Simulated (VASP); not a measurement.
# WS2 (Tungstenite) with rev-vdW-DF2: from relaxation to properties, part 8 of 8

How well does rev-vdW-DF2 reproduce what experiment finds for WS2 (Tungstenite)? The cell is relaxed first, and properties follow on it. The start is a cell from a database of measured crystal structures.

VASP 6.6.1, plane waves and PAW; the level of theory is named at each step.

Still holding for the runs below: Spin-orbit coupling is off here; with elements this heavy it splits and shifts levels by tenths of an eV or more.

So far, gap on the k-mesh (eV): step 2 (full relaxation (rev-vdW-DF2)) 1.03; step 8 (independent-particle dielectric function (rev-vdW-DF2)) 1.000; step 9 (optical spectrum (rev-vdW-DF2)) 1.00; step 10 (core-level energies (rev-vdW-DF2)) 1.03; step 12 (starting orbitals for the hybrid, PBEsol) 1.03.

## (14) Bands along the symmetry lines (TB-mBJ) (continued)

Level of this step: TB-mBJ; plane waves and PAW (W, S) (VASP).

From OUTCAR (step 14):

```text
   NELECT =      36.0000    total number of electrons

 E-fermi :   6.5538

 k-point     1 :       0.0000    0.0000    0.0000
  band No.  band energies     occupation
    ...
     14       3.9624      2.00000
     15       3.9624      2.00000
     16       4.6117      2.00000
     17       5.2542      2.00000
     18       6.3006      2.00000
     19       8.6949      0.00000
     20       8.6949      0.00000
     21       8.7816      0.00000
     22       8.7816      0.00000
     23       8.8029      0.00000
    ...

  Total       54.1433229     54.1433229     44.0458080      0.0000000     -0.0000000     -0.0000000
  in kB      808.1713904    808.1713904    657.4506325      0.0000000     -0.0000000     -0.0000000
  external PRESSURE =     757.9311378 kB  Pullay stress =       0.0000000 kB

 POSITION                                       TOTAL-FORCE (eV/Angst)
 -----------------------------------------------------------------------------------
     -0.00000      1.82824      3.09010        -0.000000      0.000000      0.000000
      1.58330      0.91412      9.27031         0.000000     -0.000000      0.000000
     -0.00000      1.82824      7.69232         0.000000     -0.000000      1.410895
      1.58330      0.91412      1.51211        -0.000000     -0.000000      1.410895
     -0.00000      1.82824     10.84830         0.000000      0.000000     -1.410895
      1.58330      0.91412      4.66810        -0.000000      0.000000     -1.410895
 -----------------------------------------------------------------------------------
    total drift:                                0.000000     -0.000000      0.000000

  FREE ENERGIE OF THE ION-ELECTRON SYSTEM (eV)
  ---------------------------------------------------
  free  energy   TOTEN  =      1779.8363618469 eV

  energy  without entropy=     1779.8363618469  energy(sigma->0) =     1779.83636185

[... 9 parts as in an earlier step ...]

[... 8 further parts left out ...]
```

This functional is a potential without an energy, so its energies, forces and stress mean nothing and are not read.

This step gave:

- SCF cycles: 63
- bands: 34
- irreducible k-points: 28
- Fermi energy: 6.554 eV
- least gap on mesh and path: 1.254 eV
- least direct gap on mesh and path: 1.934 eV
- conduction bottom at k: 0.1778, 0.1778, 0

The electronic bands at the labelled points (eV, zero at the valence-band top; v1 is the highest filled band, c1 the lowest empty one):

```csv
point,v4,v3,v2,v1,c1,c2,c3,c4
Γ,-2.34,-1.69,-1.05,0.00,2.39,2.39,2.48,2.48
0.53 of the way,-2.56,-2.11,-1.60,-1.45,1.63,1.95,2.13,2.43
M,-2.11,-1.92,-1.61,-1.45,2.38,2.42,2.79,2.98
0.53 of the way,-3.11,-2.77,-1.08,-0.88,2.01,2.09,2.98,3.06
K,-3.07,-3.07,-0.63,-0.48,1.45,1.45,2.50,3.40
0.47 of the way,-2.30,-2.12,-1.48,-1.43,1.25,2.00,2.29,2.52
Γ,-2.34,-1.69,-1.05,0.00,2.39,2.39,2.48,2.48
0.47 of the way,-2.35,-2.12,-0.73,-0.06,2.41,2.41,2.47,2.47
A,-2.36,-2.36,-0.31,-0.31,2.44,2.44,2.44,2.44
0.53 of the way,-2.50,-2.50,-1.50,-1.50,1.98,1.98,2.03,2.03
L,-2.01,-2.01,-1.52,-1.52,2.40,2.40,2.90,2.90
0.53 of the way,-3.00,-3.00,-0.97,-0.97,2.05,2.05,3.03,3.03
H,-3.23,-3.23,-0.56,-0.56,1.45,1.45,2.95,2.95
0.53 of the way,-2.15,-2.15,-1.40,-1.40,1.61,1.61,2.28,2.28
A,-2.36,-2.36,-0.31,-0.31,2.44,2.44,2.44,2.44
jump to L,-2.01,-2.01,-1.52,-1.52,2.40,2.40,2.90,2.90
0.47 of the way,-2.08,-1.95,-1.57,-1.47,2.39,2.42,2.83,2.96
M,-2.11,-1.92,-1.61,-1.45,2.38,2.42,2.79,2.98
jump to K,-3.07,-3.07,-0.63,-0.48,1.45,1.45,2.50,3.40
0.53 of the way,-3.15,-3.15,-0.61,-0.51,1.45,1.45,2.64,3.31
H,-3.23,-3.23,-0.56,-0.56,1.45,1.45,2.95,2.95
```

The largest weight of each band there:

| point | v4 | v3 | v2 | v1 | c1 | c2 | c3 | c4 |
| --- | --- | --- | --- | --- | --- | --- | --- | --- |
| Γ | W 0.58 | S 0.91 | W 0.85 | W 0.73 | S 0.54 | S 0.54 | W 0.58 | W 0.58 |
| M | S 0.81 | S 0.80 | W 0.73 | W 0.78 | W 0.98 | W 0.97 | W 0.92 | W 0.92 |
| K | S 0.67 | S 0.67 | W 0.85 | W 0.83 | W 0.96 | W 0.96 | W 0.80 | W 0.81 |
| Γ | W 0.58 | S 0.91 | W 0.85 | W 0.73 | S 0.54 | S 0.54 | W 0.58 | W 0.58 |
| A | W 0.57 | W 0.57 | W 0.71 | W 0.71 | W 0.51 | W 0.51 | W 0.51 | W 0.51 |
| L | S 0.80 | S 0.80 | W 0.75 | W 0.75 | W 0.97 | W 0.97 | W 0.92 | W 0.92 |

The gap moves by +0.30 eV against rev-vdW-DF2.

## (15) Outcome

```json
{
 "relaxed volume": "17.89 Å³/atom",
 "relaxed conventional cell a, b, c": "3.167, 3.167, 12.360 Å; angles 90.0, 90.0, 120.0°",
 "space group after relaxing, within 0.02 Å": "P6_3/mmc (No. 194)",
 "band gap": "0.955 eV, indirect (least direct gap of that run 1.81 eV)",
 "gap on the dense mesh": "1.00 eV",
 "highest zone-centre mode": "433 cm⁻¹",
 "strongest peak of ε2, mean over directions": "2.93 eV",
 "ε1 at zero frequency, no local fields, mean": "12.8",
 "shallowest level of the frozen cores": "W1 4f, 28.9 eV deep",
 "band gap (rev-vdW-DF2 + SOC)": "0.906 eV, indirect (least direct gap of that run 1.61 eV)",
 "band gap (HSE06)": "1.62 eV, indirect (least direct gap of that run 2.28 eV)",
 "band gap (TB-mBJ)": "1.25 eV, indirect (least direct gap of that run 1.93 eV)"
}
```

**Reading.** With rev-vdW-DF2, WS2 (Tungstenite) relaxes to 17.89 Å³/atom in space group P6_3/mmc (held by the symmetry of the run) and has an indirect gap of 0.955 eV (1.62 eV with HSE06). Against the listed cell the volume lies +1.2 % (a +0.4 %, c +0.3 %). Vibrations at Γ (rev-vdW-DF2): The highest mode at Γ, 432.8 cm⁻¹, is mostly motion of S (75 % of the kinetic energy). Bands along the symmetry lines (rev-vdW-DF2 + SOC): The path shows an indirect gap of 0.91 eV (valence top at Γ, conduction bottom between K and Γ). The least direct gap is 1.61 eV. Bands along the symmetry lines (HSE06): On this path the gap is indirect, 1.62 eV, with the valence top at Γ and the conduction bottom between K and Γ. The least direct gap is 2.28 eV. Bands along the symmetry lines (TB-mBJ): The path shows an indirect gap of 1.25 eV (valence top at Γ, conduction bottom between K and Γ). The least direct gap is 1.93 eV. The other levels ran on the cell relaxed with rev-vdW-DF2, and without spin-orbit coupling unless named. Semilocal functionals usually underestimate gaps. Modes at Γ alone can't show that the crystal is stable at other wave vectors, and the LO-TO splitting is not included. No search among competing phases was made, and a listed structure need not be the one stable at ambient conditions. All values are for a static lattice at zero temperature.

Computed beside measured:

```
                             quantity  measured      rev-vdW-DF2
               lattice constant a (Å)    3.1532   3.167 (+0.4 %)
               lattice constant c (Å)    12.323  12.360 (+0.3 %)
Raman mode, A1g (out-of-plane) (cm⁻¹)       421     416 (-1.1 %)
```

Measured values from arxiv:1208.1325 (2012).

**Verdict.** The lattice constant a is off by +0.4 %: good agreement. The lattice constant c is off by +0.3 %: good agreement. The Raman mode is off by -1.1 %: good agreement. The grades are ours: good and fair within 0.7 and 1.5 % for the lattice constant a, 0.8 and 2 % for the lattice constant c and 3 and 7 % for the Raman mode. 1 further measured lines are left out: they lack a usable label, or no computed mode of their label or degeneracy could be paired (by label, or within 15 % without labels). For lattice constants and Raman mode the calculation has a static lattice, without zero-point motion or thermal expansion (measured at up to 300 K). As a rule both would widen the computed cell, so the excess over experiment is if anything larger than shown.

[Lines on the potential files, build, host, timing and source positions are cut from VASP's logs without a mark.]

[Logs are printed without paths, hosts, clocks, repeated set-up lines and the standing remarks that a program may print on its own settings, such as how far it seeks lower states.]

[Hosts, paths, dates, database ids (printed as entryN), source tags and the programs' standing remarks are cut or masked in the printed files.]

[Measured values are set beside computed ones only where the two were judged alike; some that the calculation misses by far are left out.]
